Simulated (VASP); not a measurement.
Input:

```xyz
2
Lattice="0.0000 2.7856 2.7856 2.7856 0.0000 2.7856 2.7856 2.7856 0.0000" Properties=species:S:1:pos:R:3 pbc="T T T"
Ca     0.0000     0.0000     0.0000
S      2.7856     2.7856     2.7856
```

Level of theory: LDA (Ceperley-Alder, Perdew-Zunger), VASP's LDA PAW potentials (set 64) (plane waves; VASP 6.6.1). Numerical set-up: 400 eV cut-off, 8×8×8 Γ-centred mesh, Gaussian smearing of 0.010 eV, potentials Ca_sv S.

The dielectric response may not be converged in the k-mesh; for small gaps it tends to come out too large.

Q: The job: CaS (rock salt), 2 atoms, LDA, DFPT for ε, Born charges and Γ modes, 400 eV, 8×8×8 Γ-centred mesh. Roughly how much core time does it take on a busy server core?

A: About 3 core-minutes (one run on a shared machine, a rough figure). It had 29 irreducible k-points, 12 bands, up to 817 plane waves and 216 electronic steps.

The compound is CaS in the rock salt structure. It was relaxed first, which changed the volume by -6 %.
